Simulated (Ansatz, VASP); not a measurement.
# Cross-check of SnSe2 between VASP and Ansatz

Aim: how closely do two programs agree when they are given the same cell, functional and k mesh? The cell is taken from a series of VASP runs on this material, whose earlier steps may have relaxed, scaled or displaced it; both programs get it as it stands.

Main program and level: Ansatz 0.2.0; plane waves, with VASP 6.6.1 beside it; zone-centre phonons at r2SCAN.

### 1. The starting structure

Symmetry: P-3m1, No. 164, trigonal system. Conventional cell: a = 3.844 Å, b = 3.844 Å, c = 6.509 Å, α = 90.00°, β = 90.00°, γ = 120.00°. Nearest to Sn lie 6 Se at 2.72 Å. Se has 3 Sn at 2.72 Å nearest. Farther neighbours and most contacts between anions are not listed.

### 2. VASP: zone-centre phonons, r2SCAN

Second derivatives magnify differences that forces hide, and they need a tight electronic threshold.

Lines of VASP's logs that name or quote its potential files are left out, and so is its time.

The input, INCAR:

```
SYSTEM = SnSe2
PREC = Accurate
ENCUT = 450
EDIFF = 1E-08
NELM = 100
ISMEAR = 0
SIGMA = 0.03
LREAL = .FALSE.
ALGO = Normal
METAGGA = R2SCAN
LASPH = .TRUE.
NBANDS = 19
LORBIT = 11
LWAVE = .FALSE.
LCHARG = .FALSE.
KPAR = 2
IBRION = 6
NFREE = 2
POTIM = 0.015
NSW = 1
ISIF = 2
```

The input, POSCAR:

```
SnSe2
1.0
    3.8444555124      0.0000000000      0.0000000000
   -1.9222277562      3.3293961374      0.0000000000
    0.0000000000      0.0000000000      6.5087885965
Sn Se
1 2
Direct
    0.0000000000      0.0000000000      0.0000000000
    0.6666666667      0.3333333333      0.7583407305
    0.3333333333      0.6666666667      0.2416592695
```

The input, KPOINTS:

```
Automatic mesh
0
Gamma
6 6 4
0 0 0
```

PAW data sets: Sn_d and Se (PBE family, release 64).

Command:

```console
> mpirun -np 2 vasp_std
```

Numbers of over 12 decimals in the logs are rounded to 6 here.

Log:

```text
[banner, memory and clock lines left out]
running    2 mpi-ranks, on    1 nodes
 distrk:  each k-point on    1 cores,    2 groups
 distr:  one band on    1 cores,    1 groups

 POSCAR found type information on POSCAR SnSe
 POSCAR found :  2 types and       3 ions
|                                                                             |
|               ----> ADVICE to this user running VASP <----                  |
|                                                                             |
|     You enforced a specific xc type in the INCAR file but a different       |
|     [... a line on the potential file left out ...]
|     I HOPE YOU KNOW WHAT YOU ARE DOING!                                     |
|                                                                             |

 LDA part: xc-table for (None), standard interpolation
 POSCAR, INCAR and KPOINTS ok, starting setup
 FFT: planning ... GRIDC
 FFT: planning ... GRID_SOFT
 FFT: planning ... GRID
 WAVECAR not read
 entering main loop
       N       E                     dE             d eps       ncg     rms          rms(c)
DAV:   1     0.148590447394E+03    0.14859E+03   -0.11690E+04   921   0.141E+03
DAV:   2    -0.361118616689E+02   -0.18470E+03   -0.17905E+03   985   0.354E+02
DAV:   3    -0.582745913706E+02   -0.22163E+02   -0.21601E+02  1126   0.117E+02
DAV:   4    -0.590645062196E+02   -0.78991E+00   -0.78753E+00  1081   0.232E+01
DAV:   5    -0.590834645799E+02   -0.18958E-01   -0.18957E-01  1253   0.368E+00    0.569E+00
DAV:   6    -0.546131075324E+02    0.44704E+01   -0.15691E+00  1078   0.183E+01    0.395E+00
DAV:   7    -0.546218658703E+02   -0.87583E-02   -0.21095E-01  1056   0.268E+00    0.134E+00
DAV:   8    -0.546281101834E+02   -0.62443E-02   -0.12188E-02  1028   0.109E+00    0.301E-01
DAV:   9    -0.546292238146E+02   -0.11136E-02   -0.20825E-03  1068   0.336E-01    0.884E-02
DAV:  10    -0.546293096007E+02   -0.85786E-04   -0.22368E-04  1068   0.153E-01    0.418E-02
DAV:  11    -0.546293479328E+02   -0.38332E-04   -0.60257E-05  1002   0.621E-02    0.115E-02
DAV:  12    -0.546293506048E+02   -0.26720E-05   -0.68478E-06  1108   0.212E-02    0.391E-03
DAV:  13    -0.546293509694E+02   -0.36467E-06   -0.83625E-07  1060   0.590E-03    0.176E-03
DAV:  14    -0.546293507701E+02    0.19938E-06   -0.82038E-08  1001   0.216E-03    0.306E-04
DAV:  15    -0.546293507959E+02   -0.25818E-07   -0.31449E-09   689   0.443E-04    0.148E-04
DAV:  16    -0.546293507942E+02    0.17244E-08   -0.11878E-09   555   0.282E-04
   1 F= -.54629351E+02 E0= -.54629351E+02  d E =-.150071E-16
[... from here on, the cycles between the ionic steps are left out ...]
   2 F= -.54628740E+02 E0= -.54628740E+02  d E =-.161743E-16
   3 F= -.54628740E+02 E0= -.54628740E+02  d E =-.161369E-16
   4 F= -.54627552E+02 E0= -.54627552E+02  d E =-.521715E-16
   5 F= -.54627552E+02 E0= -.54627552E+02  d E =-.520458E-16
   6 F= -.54628982E+02 E0= -.54628982E+02  d E =-.869630E-18
   7 F= -.54628981E+02 E0= -.54628981E+02  d E =-.865754E-18
   8 F= -.54628334E+02 E0= -.54628334E+02  d E =-.438093E-20
 Finite differences progress:
  Degree of freedom:   4/  4
  Displacement:        1/  2
  Total:               7/  8
 bond charge predicted
       N       E                     dE             d eps       ncg     rms          rms(c)
DAV:   1    -0.546250443119E+02    0.32892E-02   -0.78699E-01   918   0.379E+00    0.238E-01
DAV:   2    -0.546284123339E+02   -0.33680E-02   -0.28287E-02  1022   0.938E-01    0.862E-02
DAV:   3    -0.546283674634E+02    0.44871E-04   -0.78703E-04  1186   0.182E-01    0.478E-02
DAV:   4    -0.546283482063E+02    0.19257E-04   -0.79426E-05  1063   0.556E-02    0.198E-02
DAV:   5    -0.546283429596E+02    0.52466E-05   -0.21647E-05  1082   0.303E-02    0.556E-03
DAV:   6    -0.546283431585E+02   -0.19882E-06   -0.36022E-06  1099   0.132E-02    0.459E-03
DAV:   7    -0.546283433632E+02   -0.20474E-06   -0.71836E-07  1009   0.506E-03    0.152E-03
DAV:   8    -0.546283434142E+02   -0.50977E-07   -0.11080E-07  1025   0.191E-03    0.582E-04
DAV:   9    -0.546283434675E+02   -0.53304E-07   -0.93981E-09   742   0.743E-04    0.227E-04
DAV:  10    -0.546283434677E+02   -0.20873E-09   -0.37070E-09   546   0.511E-04
   9 F= -.54628343E+02 E0= -.54628343E+02  d E =-.381027E-11
 Finite differences progress:
  Degree of freedom:   4/  4
  Displacement:        2/  2
  Total:               8/  8
```

From OUTCAR (step 2):

```text
ion  position               nearest neighbor table
   1  0.000  0.000  0.000-   2 2.72   3 2.72   3 2.72   2 2.72   2 2.72   3 2.72
   2  0.667  0.333  0.758-   1 2.72   1 2.72   1 2.72
   3  0.333  0.667  0.242-   1 2.72   1 2.72   1 2.72

  LATTYP: Found a hexagonal cell.
 ALAT       =     3.8444555124
 C/A-ratio  =     1.6930326220

 Subroutine GETGRP returns: Found 12 space group operations
 (whereof 12 operations were pure point group operations)

The static configuration has the point symmetry D_3d.

 Found     24 irreducible k-points:

   k-points           NKPTS =     24   k-points in BZ     NKDIM =     24   number of bands    NBANDS=     19

   dimension x,y,z NGX =    28 NGY =   28 NGZ =   48
   dimension x,y,z NGXF=    56 NGYF=   56 NGZF=   96

   ENCUT  =  450.0 eV  33.07 Ry    5.75 a.u.   6.65  6.65 11.26*2*pi/ulx,y,z

   NELECT =      26.0000    total number of electrons

 k-points in reciprocal lattice and weights: Automatic mesh
   0.00000000  0.00000000  0.00000000       0.007
   0.16666667  0.00000000  0.00000000       0.042
   0.33333333  0.00000000  0.00000000       0.042
   0.50000000  0.00000000  0.00000000       0.021
   0.16666667  0.16666667  0.00000000       0.042
   0.33333333  0.16666667  0.00000000       0.083
   0.33333333  0.33333333  0.00000000       0.014
   0.00000000  0.00000000  0.25000000       0.014
   0.16666667  0.00000000  0.25000000       0.042
[...]
0.33333333  0.16666667  0.50000000       0.083
   0.33333333  0.33333333  0.50000000       0.014

 average (electrostatic) potential at core
       1-109.1614       2 -58.5251       3 -58.5644

 E-fermi :   3.1569

 k-point     1 :       0.0000    0.0000    0.0000
  band No.  band energies     occupation
    ...
      9       2.5064      2.00000
     10       2.5064      2.00000
     11       2.7709      2.00000
     12       2.8426      2.00000
     13       2.8427      2.00000
     14       4.5030      0.00000
     15       6.6476      0.00000
     16       8.0891      0.00000
     17       8.0891      0.00000
     18      11.4253      0.00000
    ...

 k-point     2 :       0.1667    0.0000    0.0000
  band No.  band energies     occupation
    ...
      9       0.6394      2.00000
     10       1.6849      2.00000
     11       1.7653      2.00000
     12       2.8114      2.00000
     13       3.0242      2.00000
     14       5.5470      0.00000
     15       7.2639      0.00000
     16       8.3620      0.00000
     17       8.5734      0.00000
     18      10.9255      0.00000
    ...

 k-point     3 :       0.3333    0.0000    0.0000
  band No.  band energies     occupation
    ...
      9      -0.8264      2.00000
     10       0.4251      2.00000
     11       0.9546      2.00000
     12       2.5245      2.00000
     13       2.8796      2.00000
     14       4.7704      0.00000
     15       7.5357      0.00000
     16       8.9844      0.00000
     17       9.3460      0.00000
     18       9.9969      0.00000
    ...

  Total       -0.0833111     -0.0833111     -0.2257315      0.0000000      0.0000000     -0.0000000
  in kB       -1.6021856     -1.6021856     -4.3411240      0.0000000      0.0000000     -0.0000000
  external PRESSURE =      -2.5151651 kB  Pullay stress =       0.0000000 kB

  energy-cutoff  :      450.00
  volume of cell :       83.31
      direct lattice vectors                 reciprocal lattice vectors
     3.844455512  0.000000000  0.000000000     0.260114858  0.150177383  0.000000000
    -1.922227756  3.329396137  0.000000000     0.000000000  0.300354767  0.000000000
     0.000000000  0.000000000  6.508788596     0.000000000  0.000000000  0.153638421

 POSITION                                       TOTAL-FORCE (eV/Angst)
 -----------------------------------------------------------------------------------
      0.00000      0.00000      0.00000        -0.000000      0.000000     -0.116550
      1.92223      1.10980      4.92088        -0.000000      0.000000      0.133306
     -0.00000      2.21960      1.57291         0.000000     -0.000000     -0.016756
 -----------------------------------------------------------------------------------
    total drift:                                0.000000     -0.000000     -0.000050

  FREE ENERGIE OF THE ION-ELECTRON SYSTEM (eV)
  ---------------------------------------------------
  free  energy   TOTEN  =       -54.6283434677 eV

  energy  without entropy=      -54.6283434677  energy(sigma->0) =      -54.62834347

 Eigenvectors and eigenvalues of the dynamical matrix
 ----------------------------------------------------

   1 f  =    7.542607 THz    47.391599 2PiTHz  251.594296 cm-1    31.193703 meV
             X         Y         Z           dx          dy          dz
      0.000000  0.000000  0.000000     0.000000   -0.000000   -0.757357
      1.922228  1.109799  4.935879     0.000000   -0.000000    0.461741
     -0.000000  2.219597  1.572909    -0.000000    0.000000    0.461741

   2 f  =    5.606174 THz    35.224627 2PiTHz  187.001822 cm-1    23.185261 meV
             X         Y         Z           dx          dy          dz
      0.000000  0.000000  0.000000     0.000000   -0.000000    0.000000
      1.922228  1.109799  4.935879    -0.000000    0.000000    0.707107
     -0.000000  2.219597  1.572909    -0.000000    0.000000   -0.707107

   3 f  =    4.381205 THz    27.527924 2PiTHz  146.141276 cm-1    18.119201 meV
             X         Y         Z           dx          dy          dz
      0.000000  0.000000  0.000000    -0.758158   -0.000001   -0.000000
      1.922228  1.109799  4.935879     0.461083    0.000000   -0.000000
     -0.000000  2.219597  1.572909     0.461083    0.000000   -0.000000

   4 f  =    4.381205 THz    27.527924 2PiTHz  146.141276 cm-1    18.119201 meV
             X         Y         Z           dx          dy          dz
      0.000000  0.000000  0.000000    -0.000001    0.758158   -0.000000
      1.922228  1.109799  4.935879     0.000000   -0.461083    0.000000
     -0.000000  2.219597  1.572909     0.000000   -0.461083   -0.000000

   5 f  =    3.487095 THz    21.910062 2PiTHz  116.316958 cm-1    14.421458 meV
             X         Y         Z           dx          dy          dz
      0.000000  0.000000  0.000000     0.000000    0.000000   -0.000000
      1.922228  1.109799  4.935879    -0.707107   -0.000001   -0.000000
     -0.000000  2.219597  1.572909     0.707107    0.000001   -0.000000

   6 f  =    3.487095 THz    21.910062 2PiTHz  116.316958 cm-1    14.421458 meV
             X         Y         Z           dx          dy          dz
      0.000000  0.000000  0.000000     0.000000   -0.000000    0.000000
      1.922228  1.109799  4.935879    -0.000001    0.707107    0.000000
     -0.000000  2.219597  1.572909     0.000001   -0.707107   -0.000000

   7 f/i=    0.017418 THz     0.109442 2PiTHz    0.581011 cm-1     0.072036 meV
             X         Y         Z           dx          dy          dz
      0.000000  0.000000  0.000000     0.120552    0.640830   -0.000000
      1.922228  1.109799  4.935879     0.099111    0.526858   -0.000000
     -0.000000  2.219597  1.572909     0.099111    0.526858   -0.000000

   8 f/i=    0.017418 THz     0.109442 2PiTHz    0.581011 cm-1     0.072036 meV
             X         Y         Z           dx          dy          dz
      0.000000  0.000000  0.000000     0.640830   -0.120552   -0.000000
      1.922228  1.109799  4.935879     0.526858   -0.099111   -0.000000
     -0.000000  2.219597  1.572909     0.526858   -0.099111   -0.000000

   9 f/i=    0.020725 THz     0.130222 2PiTHz    0.691327 cm-1     0.085714 meV
             X         Y         Z           dx          dy          dz
      0.000000  0.000000  0.000000     0.000000    0.000000    0.653001
      1.922228  1.109799  4.935879     0.000000    0.000000    0.535532
     -0.000000  2.219597  1.572909     0.000000    0.000000    0.535532

 ELASTIC MODULI CONTR FROM IONIC RELAXATION (kBar)
 Direction    XX          YY          ZZ          XY          YZ          ZX
 --------------------------------------------------------------------------------
 XX        -134.3194   -131.3735   -341.3843     -0.0000     20.5633      0.0000
 YY        -131.3735   -134.3194   -341.3843     -0.0000    -20.5633      0.0000
 ZZ        -341.3843   -341.3843   -877.2783     -0.0000     -0.0000      0.0000
 XY          -0.0000     -0.0000     -0.0000     -1.4729     -0.0000     20.5633
 YZ          20.5633    -20.5633     -0.0000     -0.0000   -287.0776      0.0000
 ZX           0.0000      0.0000      0.0000     20.5633      0.0000   -287.0773
 --------------------------------------------------------------------------------

 total charge
# of ion       s       p       d       tot
------------------------------------------
    1        1.018   1.035  10.099  12.152
    2        1.479   2.355   0.026   3.860
    3        1.479   2.355   0.026   3.860
--------------------------------------------------
tot          3.977   5.744  10.151  19.872

[... 3 further parts left out ...]
```

[end of part 1 of 2]

[Lines on the potential files, build, host, timing and source positions are cut from VASP's logs without a mark.]

[Logs are printed without paths, hosts, clocks, repeated set-up lines and the standing remarks that a program may print on its own settings, such as how far it seeks lower states.]

[Hosts, paths, dates, database ids (printed as entryN), source tags and the programs' standing remarks are cut or masked in the printed files.]
